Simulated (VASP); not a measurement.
Output of a VASP run:

File OUTCAR:
```
 ion  position               nearest neighbor table
   1  0.333  0.667  0.000-   4 2.32   4 2.32   4 2.32   3 2.32
   2  0.667  0.333  0.500-   3 2.32   3 2.32   3 2.32   4 2.32
   3  0.333  0.667  0.375-   2 2.32   2 2.32   2 2.32   1 2.32
   4  0.667  0.333  0.875-   1 2.32   1 2.32   1 2.32   2 2.32
  LATTYP: Found a hexagonal cell.
 ALAT       =     3.7833463437
 C/A-ratio  =     1.6384883897
 Subroutine PRICEL returns:
 Original cell was already a primitive cell.
 Subroutine GETGRP returns: Found 12 space group operations
The static configuration has the point symmetry C_3v.
 The point group associated with its full space group is C_6v.
The dynamic configuration has the point symmetry C_3v.
 Subroutine INISYM returns: Found 12 space group operations
 Subroutine IBZKPT returns following result:
 Found     21 irreducible k-points:

 Following reciprocal coordinates:
            Coordinates               Weight
  0.000000  0.000000  0.000000      1.000000
  0.166667  0.000000  0.000000      6.000000
  0.333333 -0.000000  0.000000      6.000000
  0.500000  0.000000  0.000000      3.000000
  0.166667  0.166667  0.000000      6.000000
  0.333333  0.166667  0.000000     12.000000
  0.333333  0.333333  0.000000      2.000000
  0.000000  0.000000  0.250000      2.000000
  0.166667  0.000000  0.250000     12.000000
  0.333333 -0.000000  0.250000     12.000000
  0.500000  0.000000  0.250000      6.000000
  0.166667  0.166667  0.250000     12.000000
  0.333333  0.166667  0.250000     24.000000
  0.333333  0.333333  0.250000      4.000000
  0.000000  0.000000  0.500000      1.000000
  0.166667  0.000000  0.500000      6.000000
  0.333333 -0.000000  0.500000      6.000000
  0.500000  0.000000  0.500000      3.000000
  0.166667  0.166667  0.500000      6.000000
  0.333333  0.166667  0.500000     12.000000
  0.333333  0.333333  0.500000      2.000000
   k-points           NKPTS =     21   k-points in BZ     NKDIM =     21   number of bands    NBANDS=     22
   number of dos      NEDOS =    301   number of ions     NIONS =      4
   total plane-waves  NPLWV =  31360
   dimension x,y,z NGX =    28 NGY =   28 NGZ =   40
   dimension x,y,z NGXF=    56 NGYF=   56 NGZF=   80
   ions per type =               2   2
   PREC   = accura    normal or accurate (medium, high low for compatibility)
   ISTART =      0    job   : 0-new  1-cont  2-samecut
   ICHARG =      2    charge: 1-file 2-atom 10-const
   ISPIN  =      1    spin polarized calculation?
   LNONCOLLINEAR =      F non collinear calculations
   LSORBIT =      F    spin-orbit coupling
   INIWAV =      1    electr: 0-lowe 1-rand  2-diag
   ENCUT  =  400.0 eV  29.40 Ry    5.42 a.u.   6.17  6.17 10.11*2*pi/ulx,y,z
   NELM   =    100;   NELMIN=  2; NELMDL= -5     # of ELM steps
   EDIFF  = 0.1E-05   stopping-criterion for ELM
   LREAL  =      F    real-space projection
   NLSPLINE    = F    spline interpolate recip. space projectors
   LMAXMIX     =    4 max onsite mixed and CHGCAR
   VOSKOWN=      0    Vosko Wilk Nusair interpolation
   EDIFFG = -.2E-01   stopping-criterion for IOM
   NSW    =     60    number of steps for IOM
   NBLOCK =      1;   KBLOCK =     60    inner block; outer block
   IBRION =      2    ionic relax: 0-MD 1-quasi-New 2-CG
   NFREE  =      1    steps in history (QN), initial steepest desc. (CG)
   ISIF   =      3    stress and relaxation
   ISYM   =      2    0-nonsym 1-usesym 2-fastsym
   TEIN   =    0.0    initial temperature
   TEBEG  =    0.0;   TEEND  =   0.0 temperature during run
   SMASS  =  -3.00    Nose mass-parameter (am)
   PSTRESS=    0.0 pullay stress
   NELECT =      36.0000    total number of electrons
   EFERMI =   0.00;   METHOD = LEGACY
   ISMEAR =     0;   SIGMA  =   0.05  broadening in eV -4-tet -1-fermi 0-gaus
   IALGO  =     38    algorithm
   LDIAG  =      T    sub-space diagonalisation (order eigenvalues)
   IMIX   =      4    mixing-type and parameters
     AMIX     =   0.40;   BMIX     =  1.00
     AMIX_MAG =   1.60;   BMIX_MAG =  1.00
...
```

### OSZICAR
```
       N       E                     dE             d eps       ncg     rms          rms(c)
DAV:   1     0.208742276501E+03    0.20874E+03   -0.15125E+04   924   0.167E+03
DAV:   2     0.269570705198E+01   -0.20605E+03   -0.20117E+03   998   0.340E+02
DAV:   3    -0.155782347975E+02   -0.18274E+02   -0.18214E+02  1098   0.108E+02
DAV:   4    -0.159699858581E+02   -0.39175E+00   -0.39128E+00  1086   0.164E+01
DAV:   5    -0.159778165773E+02   -0.78307E-02   -0.78300E-02  1104   0.227E+00    0.103E+01
DAV:   6    -0.151457371946E+02    0.83208E+00   -0.21917E+00  1288   0.476E+01    0.782E+00
DAV:   7    -0.151826744715E+02   -0.36937E-01   -0.20149E+00   966   0.834E+00    0.329E+00
DAV:   8    -0.151604462292E+02    0.22228E-01   -0.97984E-02  1276   0.444E+00    0.108E+00
DAV:   9    -0.151597501102E+02    0.69612E-03   -0.25074E-02  1264   0.264E+00    0.259E-01
DAV:  10    -0.151598612855E+02   -0.11118E-03   -0.12017E-03  1078   0.416E-01    0.189E-01
DAV:  11    -0.151599819545E+02   -0.12067E-03   -0.21309E-04  1042   0.209E-01    0.677E-02
DAV:  12    -0.151599867707E+02   -0.48162E-05   -0.55858E-05  1146   0.982E-02    0.221E-02
DAV:  13    -0.151599877797E+02   -0.10090E-05   -0.33647E-06   948   0.171E-02    0.120E-02
DAV:  14    -0.151599887327E+02   -0.95302E-06   -0.17761E-06   768   0.243E-02
   1 F= -.15159989E+02 E0= -.15159989E+02  d E =-.151600E+02
```

### OUTCAR
```
------------------------ aborting loop because EDIFF is reached ----------------------------------------
  FORCE on cell =-STRESS in cart. coord.  units (eV):
  Direction    XX          YY          ZZ          XY          YZ          ZX
  --------------------------------------------------------------------------------------
  Total        0.0069981      0.0069981      0.0670191     -0.0000000      0.0000000     -0.0000000
  in kB        0.1459116      0.1459115      1.3973554     -0.0000000      0.0000000     -0.0000000
  external PRESSURE =       0.5630595 kB  Pullay stress =       0.0000000 kB
  volume of cell :       76.84
      direct lattice vectors                 reciprocal lattice vectors
     3.783346344  0.000000000  0.000000000     0.264316272  0.152603093  0.000000000
    -1.891673172  3.276473572  0.000000000     0.000000000  0.305206185  0.000000000
     0.000000000  0.000000000  6.198969058     0.000000000  0.000000000  0.161317147
  FREE ENERGIE OF THE ION-ELECTRON SYSTEM (eV)
  ---------------------------------------------------
  free  energy   TOTEN  =       -15.1599887327 eV

  energy  without entropy=      -15.1599887327  energy(sigma->0) =      -15.15998873

 reached required accuracy - stopping structural energy minimisation
```
(Selected blocks of OUTCAR.)

### POSCAR
```
ZnS
1
    3.7833463437     0.0000000000     0.0000000000
   -1.8916731719     3.2764735718     0.0000000000
    0.0000000000     0.0000000000     6.1989690584
Zn S
2 2
Direct
  0.3333330000   0.6666670000   0.0002316709
  0.6666670000   0.3333330000   0.5002316709
  0.3333330000   0.6666670000   0.3747683291
  0.6666670000   0.3333330000   0.8747683291
```

### Question
Reconstruct the remaining input files.

### Answer
Several could match; the one computed here: the input of the run itself, PBEsol GGA, plane waves, VASP's PBE PAW potentials (set 64).

### KPOINTS
```
Automatic mesh
0
Gamma
6 6 4
0 0 0
```

INCAR:
```
SYSTEM = ZnS
PREC = Accurate
ENCUT = 400
EDIFF = 1E-6
NELM = 100
ALGO = Normal
LREAL = .FALSE.
LASPH = .TRUE.
ISMEAR = 0
SIGMA = 0.05
GGA = PS
LMAXMIX = 4
LWAVE = .FALSE.
LCHARG = .FALSE.
IBRION = 2
ISIF = 3
NSW = 60
EDIFFG = -0.02
```

POTCAR, in this order: Zn S (PBE.64 set). Program: vasp_std.

The structure comes from a computed database's ZnS entry (P6_3mc); how it stands against other phases isn't given here. It was relaxed first. The start is the result of an earlier pass.
